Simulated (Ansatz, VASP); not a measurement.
**HfTeSe in two plane-wave programs**

Aim: how closely do two programs agree when they are given the same cell, functional and k mesh? The cell is taken from a series of runs on this material, whose earlier steps may have relaxed, scaled, displaced or heated it; both programs get it as it stands.

Calculated with Ansatz 0.2.0; plane waves, with VASP 6.6.1 beside it; zone-centre phonons at PBEsol.

### Step 1. The structure

The cell holds 3 atoms: 1 Hf, 1 Se and 1 Te. Cell: a = 3.982 Å, b = 3.841 Å, c = 30.000 Å, α = 90.0°, β = 90.0°, γ = 121.2°. Vacuum lies along c.

### Step 2. VASP: zone-centre phonons, PBEsol

Second derivatives magnify differences that forces hide, and they need a tight electronic threshold.

Lines of VASP's logs that name or quote its potential files are left out, and so is its time.

Input file INCAR:

```
SYSTEM = HfTeSe
PREC = Accurate
ENCUT = 500
EDIFF = 1E-08
NELM = 120
ISMEAR = 1
SIGMA = 0.2
LREAL = .FALSE.
ALGO = Normal
GGA = PS
NBANDS = 17
LASPH = .TRUE.
LORBIT = 11
LWAVE = .FALSE.
LCHARG = .FALSE.
ISIF = 2
IBRION = 8
GGA_COMPAT = .FALSE.
NELMDL = -8
KPAR = 2
```

Input file POSCAR:

```
HfTeSe
1.0
    3.9823299424      0.0000000000      0.0000000000
   -1.9911649712      3.2845703776      0.0000000000
    0.0000000000      0.0000000000     30.0000000000
Hf Se Te
1 1 1
Direct
    0.9991872963      0.9983745925      0.3365339387
    0.3380504314      0.6761008627      0.3842893694
    0.6627622725      0.3255245448      0.2758433585
```

Input file KPOINTS:

```
Automatic mesh
0
Gamma
12 12 1
0 0 0
```

Potentials, in the order of the species: Hf_pv, Se and Te (PBE family, release 64).

Command:

```
$ mpirun -np 2 vasp_std
```

Numbers of over 12 decimals in the logs are rounded to 6 here.

Log:

```text
[banner, memory and clock lines left out]
running    2 mpi-ranks, on    1 nodes
 distrk:  each k-point on    1 cores,    2 groups
 distr:  one band on    1 cores,    1 groups

 POSCAR found type information on POSCAR HfSeTe
 POSCAR found :  3 types and       3 ions
|                                                                             |
|               ----> ADVICE to this user running VASP <----                  |
|                                                                             |
|     You enforced a specific xc type in the INCAR file but a different       |
|     [... a line on the potential file left out ...]
|     I HOPE YOU KNOW WHAT YOU ARE DOING!                                     |
|                                                                             |

 LDA part: xc-table for (Slater+PW92), standard interpolation
 POSCAR, INCAR and KPOINTS ok, starting setup
 FFT: planning ... GRIDC
 FFT: planning ... GRID_SOFT
 FFT: planning ... GRID
 WAVECAR not read
 entering main loop
       N       E                     dE             d eps       ncg     rms          rms(c)
DAV:   1     0.101183434261E+03    0.10118E+03   -0.85726E+03  1822   0.863E+02
DAV:   2    -0.995712405185E+01   -0.11114E+03   -0.10825E+03  1977   0.152E+02
DAV:   3    -0.219572029028E+02   -0.12000E+02   -0.11959E+02  2155   0.498E+01
DAV:   4    -0.221843160056E+02   -0.22711E+00   -0.22678E+00  2297   0.816E+00
DAV:   5    -0.221872879722E+02   -0.29720E-02   -0.29714E-02  2251   0.799E-01
DAV:   6    -0.221873388237E+02   -0.50852E-04   -0.50849E-04  2324   0.909E-02
DAV:   7    -0.221873396254E+02   -0.80170E-06   -0.80130E-06  2243   0.108E-02
DAV:   8    -0.221873396410E+02   -0.15574E-07   -0.15528E-07  2268   0.133E-03    0.440E+01
DAV:   9    -0.210746427000E+02    0.11127E+01   -0.35152E+00  1674   0.816E+00    0.317E+01
DAV:  10    -0.210167357457E+02    0.57907E-01   -0.16133E+00  1887   0.681E+00    0.915E+00
DAV:  11    -0.209554041445E+02    0.61332E-01   -0.27575E-01  1905   0.289E+00    0.143E+00
DAV:  12    -0.209530213737E+02    0.23828E-02   -0.36037E-02  2017   0.992E-01    0.364E-01
DAV:  13    -0.209527525407E+02    0.26883E-03   -0.28374E-03  1976   0.294E-01    0.181E-01
DAV:  14    -0.209525670075E+02    0.18553E-03   -0.39130E-04  2088   0.102E-01    0.134E-01
[...]
DAV:  25    -0.209532258010E+02   -0.45346E-05   -0.12907E-07  1791   0.769E-04    0.328E-04
DAV:  26    -0.209532270062E+02   -0.12052E-05   -0.10384E-08  1666   0.276E-04    0.303E-04
DAV:  27    -0.209532279915E+02   -0.98529E-06   -0.17584E-08  1459   0.335E-04    0.190E-04
DAV:  28    -0.209532280708E+02   -0.79322E-07    0.39391E-10  1800   0.874E-05    0.123E-04
DAV:  29    -0.209532281654E+02   -0.94586E-07    0.25553E-10  1454   0.711E-05    0.214E-05
DAV:  30    -0.209532281766E+02   -0.11232E-07    0.79661E-10  1513   0.259E-05    0.166E-05
DAV:  31    -0.209532281891E+02   -0.12424E-07    0.79340E-10  1351   0.222E-05    0.737E-06
DAV:  32    -0.209532281906E+02   -0.14893E-08    0.83544E-10  1143   0.778E-06
   1 F= -.20953228E+02 E0= -.20953358E+02  d E =0.390133E-03
 Linear response reoptimize wavefunctions to high precision
DAV:   1    -0.209532281919E+02   -0.13238E-08    0.83162E-10  1429   0.595E-06
DAV:   2    -0.209532281919E+02   -0.45475E-10    0.83567E-10   911   0.187E-06
 Linear response DOF=           9
 Linear response progress:
  Degree of freedom:   1/  9
       N       E                     dE             d eps       ncg     rms          rms(c)
RMM:   1    -0.218452619243E+00   -0.21845E+00    0.44116E+00  2658   0.131E+01
RMM:   2    -0.225591204281E+00   -0.71386E-02   -0.41229E-02  3824   0.130E+00    0.520E-01
RMM:   3    -0.225240079660E+00    0.35112E-03   -0.22841E-03  5507   0.226E-01    0.181E-01
RMM:   4    -0.224908253494E+00    0.33183E-03   -0.21129E-04  5453   0.718E-02    0.137E-01
RMM:   5    -0.224553996308E+00    0.35426E-03   -0.47148E-05  5224   0.425E-02    0.954E-03
[...]
RMM:  11    -0.269091498098E+00    0.46115E-06    0.23539E-06  3200   0.567E-04    0.372E-04
RMM:  12    -0.269091403708E+00    0.94390E-07    0.31142E-06  3024   0.536E-04    0.663E-04
RMM:  13    -0.269091522689E+00   -0.11898E-06    0.15167E-06  3506   0.221E-04    0.203E-04
RMM:  14    -0.269091695461E+00   -0.17277E-06    0.40806E-07  3035   0.215E-04    0.273E-04
RMM:  15    -0.269091638509E+00    0.56952E-07    0.75624E-08  3301   0.972E-05    0.115E-04
RMM:  16    -0.269091575755E+00    0.62754E-07    0.58640E-10  3146   0.852E-05    0.367E-05
RMM:  17    -0.269091570191E+00    0.55640E-08   -0.13425E-08  3072   0.844E-05    0.793E-05
 first order change of Fermi-energy   0.15353E+01
 force on displaced ion       1 direction 3 :  -0.000  -0.865 -13.383
 Linear response progress:
  Degree of freedom:   4/  9
       N       E                     dE             d eps       ncg     rms          rms(c)
RMM:   1    -0.811588519753E-01   -0.81159E-01    0.94468E-02  6287   0.142E+00
RMM:   2    -0.817379995747E-01   -0.57915E-03   -0.27934E-03  4459   0.250E-01    0.395E-01
RMM:   3    -0.819301028080E-01   -0.19210E-03   -0.42384E-04  4449   0.995E-02    0.252E-01
RMM:   4    -0.824525911369E-01   -0.52249E-03   -0.29672E-04  4323   0.828E-02    0.301E-02
[...]
Linear response progress:
  Degree of freedom:   6/  9
       N       E                     dE             d eps       ncg     rms          rms(c)
RMM:   1    -0.114293496209E+00   -0.11429E+00    0.93609E-02  3635   0.138E+00
RMM:   2    -0.114337277342E+00   -0.43781E-04   -0.20486E-03  2601   0.209E-01    0.356E-01
RMM:   3    -0.114212451363E+00    0.12483E-03   -0.45387E-04  2665   0.925E-02    0.226E-01
RMM:   4    -0.114316294711E+00   -0.10384E-03   -0.14267E-04  2654   0.478E-02    0.234E-02
RMM:   5    -0.114279343384E+00    0.36951E-04   -0.11132E-05  2544   0.140E-02    0.135E-02
RMM:   6    -0.114258327953E+00    0.21015E-04   -0.73422E-07  2708   0.472E-03    0.793E-03
RMM:   7    -0.114248236550E+00    0.10091E-04   -0.42339E-07  2737   0.244E-03    0.128E-03
RMM:   8    -0.114253016623E+00   -0.47801E-05   -0.11644E-08  2629   0.933E-04    0.116E-03
RMM:   9    -0.114253797534E+00   -0.78091E-06   -0.24813E-08  2643   0.624E-04    0.208E-04
RMM:  10    -0.114252249153E+00    0.15484E-05    0.26138E-09  2530   0.272E-04    0.208E-04
RMM:  11    -0.114251752099E+00    0.49705E-06   -0.19213E-08  2726   0.303E-04    0.173E-04
RMM:  12    -0.114251927889E+00   -0.17579E-06   -0.39009E-10  2611   0.692E-05    0.126E-04
RMM:  13    -0.114251995011E+00   -0.67122E-07   -0.36580E-09  2834   0.138E-04    0.427E-05
RMM:  14    -0.114251965562E+00    0.29449E-07   -0.12295E-09  2781   0.423E-05    0.382E-05
RMM:  15    -0.114251981156E+00   -0.15593E-07    0.34526E-09  2808   0.480E-05    0.122E-05
RMM:  16    -0.114252001234E+00   -0.20078E-07    0.16768E-09  2814   0.139E-05    0.165E-05
RMM:  17    -0.114252051837E+00   -0.50603E-07    0.39355E-09  2717   0.256E-05    0.927E-06
RMM:  18    -0.114252053195E+00   -0.13576E-08    0.16443E-08  2613   0.107E-05    0.520E-06
 first order change of Fermi-energy  -0.10243E+01
 force on displaced ion       2 direction 3 :   0.000  -0.376  -7.549
 Linear response progress:
  Degree of freedom:   7/  9
       N       E                     dE             d eps       ncg     rms          rms(c)
RMM:   1    -0.427589012266E-01   -0.42759E-01    0.39856E-02  6195   0.917E-01
RMM:   2    -0.438478624095E-01   -0.10890E-02   -0.19222E-03  4709   0.207E-01    0.255E-01
RMM:   3    -0.439497724383E-01   -0.10191E-03   -0.22138E-04  4390   0.749E-02    0.160E-01
RMM:   4    -0.441734245379E-01   -0.22365E-03   -0.89050E-05  4369   0.498E-02    0.109E-02
RMM:   5    -0.441450565442E-01    0.28368E-04   -0.55084E-06  4616   0.125E-02    0.685E-03
RMM:   6    -0.441318800085E-01    0.13177E-04   -0.10290E-06  4573   0.511E-03    0.240E-03
RMM:   7    -0.441326076888E-01   -0.72768E-06   -0.12346E-07  4880   0.151E-03    0.184E-03
RMM:   8    -0.441308714523E-01    0.17362E-05   -0.15261E-09  4555   0.565E-04    0.642E-04
RMM:   9    -0.441310534657E-01   -0.18201E-06   -0.82122E-08  5016   0.201E-04    0.279E-04
RMM:  10    -0.441311167232E-01   -0.63258E-07   -0.11295E-09  4810   0.760E-05    0.872E-05
RMM:  11    -0.441310853895E-01    0.31334E-07    0.48594E-08  4878   0.250E-05    0.200E-05
RMM:  12    -0.441310641096E-01    0.21280E-07    0.19627E-08  4765   0.115E-05    0.728E-06
RMM:  13    -0.441310561777E-01    0.79319E-08    0.48237E-10  4736   0.783E-06    0.222E-06
 first order change of Fermi-energy  -0.84115E-03
 force on displaced ion       3 direction 1 :  -2.745   0.001   0.001
 Linear response progress:
  Degree of freedom:   8/  9
       N       E                     dE             d eps       ncg     rms          rms(c)
RMM:   1    -0.419064000449E-01   -0.41906E-01    0.36662E-02  3589   0.913E-01
RMM:   2    -0.429607571769E-01   -0.10544E-02   -0.18339E-03  2739   0.202E-01    0.256E-01
RMM:   3    -0.430545451842E-01   -0.93788E-04   -0.19328E-04  2527   0.713E-02    0.158E-01
RMM:   4    -0.432652407058E-01   -0.21070E-03   -0.83071E-05  2530   0.482E-02    0.110E-02
RMM:   5    -0.432384702712E-01    0.26770E-04   -0.49753E-06  2681   0.122E-02    0.632E-03
RMM:   6    -0.432260978228E-01    0.12372E-04   -0.83010E-07  2656   0.496E-03    0.266E-03
RMM:   7    -0.432263001926E-01   -0.20237E-06   -0.95421E-08  2831   0.135E-03    0.176E-03
RMM:   8    -0.432253807346E-01    0.91946E-06   -0.11375E-08  2698   0.597E-04    0.628E-04
RMM:   9    -0.432251871844E-01    0.19355E-06    0.46631E-08  2781   0.214E-04    0.152E-04
RMM:  10    -0.432254854380E-01   -0.29825E-06    0.13500E-08  2699   0.107E-04    0.101E-04
RMM:  11    -0.432254325536E-01    0.52884E-07    0.56168E-09  2726   0.429E-05    0.339E-05
RMM:  12    -0.432254294009E-01    0.31527E-08   -0.23700E-09  2765   0.209E-05    0.122E-05
 first order change of Fermi-energy   0.10453E+00
 force on displaced ion       3 direction 2 :   0.000  -2.872  -0.412
 Linear response progress:
  Degree of freedom:   9/  9
       N       E                     dE             d eps       ncg     rms          rms(c)
RMM:   1    -0.778263135972E-01   -0.77826E-01    0.57708E-02  3562   0.958E-01
RMM:   2    -0.782216094251E-01   -0.39530E-03   -0.23659E-03  2779   0.235E-01    0.458E-01
RMM:   3    -0.781285605010E-01    0.93049E-04   -0.28970E-04  2515   0.853E-02    0.278E-01
RMM:   4    -0.781821215204E-01   -0.53561E-04   -0.92075E-05  2518   0.430E-02    0.484E-02
RMM:   5    -0.781712919301E-01    0.10830E-04   -0.13104E-05  2566   0.178E-02    0.131E-02
RMM:   6    -0.781589459039E-01    0.12346E-04   -0.14768E-06  2575   0.584E-03    0.709E-03
RMM:   7    -0.781536117227E-01    0.53342E-05   -0.32250E-07  2752   0.274E-03    0.289E-03
RMM:   8    -0.781584643041E-01   -0.48526E-05   -0.82231E-08  2591   0.127E-03    0.210E-03
RMM:   9    -0.781593766517E-01   -0.91235E-06   -0.63214E-09  2810   0.447E-04    0.136E-03
RMM:  10    -0.781594980705E-01   -0.12142E-06   -0.21154E-08  2602   0.396E-04    0.421E-04
RMM:  11    -0.781606447350E-01   -0.11467E-05   -0.22049E-08  2568   0.237E-04    0.212E-04
RMM:  12    -0.781610495443E-01   -0.40481E-06   -0.15694E-08  2680   0.139E-04    0.145E-04
RMM:  13    -0.781620708055E-01   -0.10213E-05   -0.59446E-08  2882   0.309E-04    0.985E-05
RMM:  14    -0.781621152270E-01   -0.44422E-07    0.22425E-09  2836   0.767E-05    0.382E-05
RMM:  15    -0.781621619599E-01   -0.46733E-07   -0.15229E-08  2883   0.654E-05    0.345E-05
RMM:  16    -0.781621635230E-01   -0.15631E-08   -0.10762E-08  2828   0.334E-05    0.323E-05
 first order change of Fermi-energy  -0.51110E+00
 force on displaced ion       3 direction 3 :  -0.000  -0.424  -8.413
 Linear response finished
```

From OUTCAR (step 2):

```text
ion  position               nearest neighbor table
   1  0.999  0.998  0.337-   2 2.65   2 2.67   2 2.67   3 2.86   3 2.90   3 2.90
   2  0.338  0.676  0.384-   1 2.65   1 2.67   1 2.67
   3  0.663  0.326  0.276-   1 2.86   1 2.90   1 2.90

  LATTYP: Found a base centered orthorhombic cell.
 ALAT       =     3.9823299424
 B/A-ratio  =     1.6495721977
 C/A-ratio  =     7.5332783657

 Subroutine GETGRP returns: Found  2 space group operations
 (whereof  2 operations were pure point group operations)

The static configuration has the point symmetry C_1h.

 Found     43 irreducible k-points:

   k-points           NKPTS =     43   k-points in BZ     NKDIM =     43   number of bands    NBANDS=     17

   dimension x,y,z NGX =    30 NGY =   28 NGZ =  224
   dimension x,y,z NGXF=    60 NGYF=   56 NGZF=  448

   ENCUT  =  500.0 eV  36.75 Ry    6.06 a.u.   7.26  7.00 54.70*2*pi/ulx,y,z

   NELECT =      22.0000    total number of electrons

 k-points in reciprocal lattice and weights: Automatic mesh
   0.00000000  0.00000000  0.00000000       0.007
   0.08333333 -0.00000000  0.00000000       0.028
   0.16666667 -0.00000000  0.00000000       0.028
   0.25000000 -0.00000000  0.00000000       0.028
   0.33333333  0.00000000  0.00000000       0.028
   0.41666667 -0.00000000  0.00000000       0.028
   0.50000000 -0.00000000  0.00000000       0.014
   0.00000000  0.08333333  0.00000000       0.014
   0.08333333  0.08333333  0.00000000       0.028
[...]
0.16666667  0.41666667  0.00000000       0.014
   0.00000000  0.50000000  0.00000000       0.007

 average (electrostatic) potential at core
       1 -46.0781       2 -60.9992       3 -96.5357

  Total       -2.0939171     -0.4147046     -0.0759801      0.0000000     -0.0024518      0.0000000
  in kB       -8.5493481     -1.6932161     -0.3102225      0.0000000     -0.0100105      0.0000000
  external PRESSURE =      -3.5175956 kB  Pullay stress =       0.0000000 kB

  energy-cutoff  :      500.00
  volume of cell :      392.41
      direct lattice vectors                 reciprocal lattice vectors
     3.982329942  0.000000000  0.000000000     0.251109279  0.152226910  0.000000000
    -1.991164971  3.284570378  0.000000000     0.000000000  0.304453820  0.000000000
     0.000000000  0.000000000 30.000000000     0.000000000  0.000000000  0.033333333

 POSITION                                       TOTAL-FORCE (eV/Angst)
 -----------------------------------------------------------------------------------
      1.99116      3.27923     10.09602         0.000000     -0.000063      0.015581
      0.00000      2.22070     11.52868        -0.000000     -0.000898     -0.029820
      1.99116      1.06921      8.27530         0.000000      0.000960      0.014239
 -----------------------------------------------------------------------------------
    total drift:                                0.000002      0.000059     -0.000001

 Eigenvectors and eigenvalues of the dynamical matrix
 ----------------------------------------------------

   1 f  =    5.982002 THz    37.586025 2PiTHz  199.538097 cm-1    24.739560 meV
             X         Y         Z           dx          dy          dz
      1.991165  3.279232 10.096018    -0.000000   -0.064630   -0.689341
      0.000000  2.220701 11.528681    -0.000000    0.075418    0.649716
      1.991165  1.069208  8.275301     0.000000    0.017340    0.304160

   2 f  =    4.725463 THz    29.690959 2PiTHz  157.624476 cm-1    19.542935 meV
             X         Y         Z           dx          dy          dz
      1.991165  3.279232 10.096018     0.000000    0.003078    0.239512
      0.000000  2.220701 11.528681    -0.000000    0.079447    0.600737
      1.991165  1.069208  8.275301     0.000000   -0.065950   -0.755697

   3 f  =    4.115503 THz    25.858469 2PiTHz  137.278409 cm-1    17.020346 meV
             X         Y         Z           dx          dy          dz
      1.991165  3.279232 10.096018     0.000000   -0.331949    0.036285
      0.000000  2.220701 11.528681    -0.000000    0.884627   -0.109170
      1.991165  1.069208  8.275301     0.000000   -0.303600    0.042861

   4 f  =    4.084205 THz    25.661819 2PiTHz  136.234426 cm-1    16.890909 meV
             X         Y         Z           dx          dy          dz
      1.991165  3.279232 10.096018     0.337111    0.000000   -0.000000
      0.000000  2.220701 11.528681    -0.891605   -0.000000    0.000000
      1.991165  1.069208  8.275301     0.302320    0.000000   -0.000000

   5 f  =    2.587080 THz    16.255104 2PiTHz   86.295706 cm-1    10.699299 meV
             X         Y         Z           dx          dy          dz
      1.991165  3.279232 10.096018     0.000000    0.649245   -0.051389
      0.000000  2.220701 11.528681    -0.000000   -0.015876    0.006087
      1.991165  1.069208  8.275301    -0.000000   -0.756614    0.055557

   6 f  =    2.542140 THz    15.972734 2PiTHz   84.796648 cm-1    10.513440 meV
             X         Y         Z           dx          dy          dz
      1.991165  3.279232 10.096018    -0.649703    0.000000   -0.000000
      0.000000  2.220701 11.528681     0.012078   -0.000000   -0.000000
      1.991165  1.069208  8.275301     0.760092   -0.000000    0.000000

   7 f/i=    0.000438 THz     0.002754 2PiTHz    0.014623 cm-1     0.001813 meV
             X         Y         Z           dx          dy          dz
      1.991165  3.279232 10.096018    -0.000000    0.204813   -0.649250
      0.000000  2.220701 11.528681    -0.000000    0.136230   -0.431875
      1.991165  1.069208  8.275301    -0.000000    0.173196   -0.549049

   8 f/i=    0.001907 THz     0.011983 2PiTHz    0.063615 cm-1     0.007887 meV
             X         Y         Z           dx          dy          dz
      1.991165  3.279232 10.096018     0.681353    0.000000    0.000000
      0.000000  2.220701 11.528681     0.452654    0.000000    0.000000
      1.991165  1.069208  8.275301     0.575206    0.000000    0.000000

   9 f/i=    0.002289 THz     0.014382 2PiTHz    0.076349 cm-1     0.009466 meV
             X         Y         Z           dx          dy          dz
      1.991165  3.279232 10.096018    -0.000000    0.649736    0.204844
      0.000000  2.220701 11.528681    -0.000000    0.432001    0.136062
      1.991165  1.069208  8.275301    -0.000000    0.548375    0.173292

 ELASTIC MODULI CONTR FROM IONIC RELAXATION (kBar)
 Direction    XX          YY          ZZ          XY          YZ          ZX
 --------------------------------------------------------------------------------
 XX         -80.8441    -50.1829   -114.4996      0.0000     36.2352     -0.0000
 YY         -50.1829    -90.9727   -118.6397     -0.0000    -53.3301      0.0000
 ZZ        -114.4996   -118.6397   -205.3561     -0.0000     -8.2864      0.0000
 XY           0.0000     -0.0000     -0.0000    -13.9967     -0.0000     38.0675
 YZ          36.2352    -53.3301     -8.2864     -0.0000   -122.5703      0.0000
 ZX          -0.0000      0.0000      0.0000     38.0675      0.0000   -103.6551
 --------------------------------------------------------------------------------
```

Harder data sets than Hf_pv exist (the GW ones), and pressures, volumes and forces can shift noticeably with them.

[end of part 1 of 2]

[Lines on the potential files, build, host, timing and source positions are cut from VASP's logs without a mark.]

[Logs are printed without paths, hosts, clocks, repeated set-up lines and the standing remarks that a program may print on its own settings, such as how far it seeks lower states.]

[Hosts, paths, dates, database ids (printed as entryN), source tags and the programs' standing remarks are cut or masked in the printed files.]
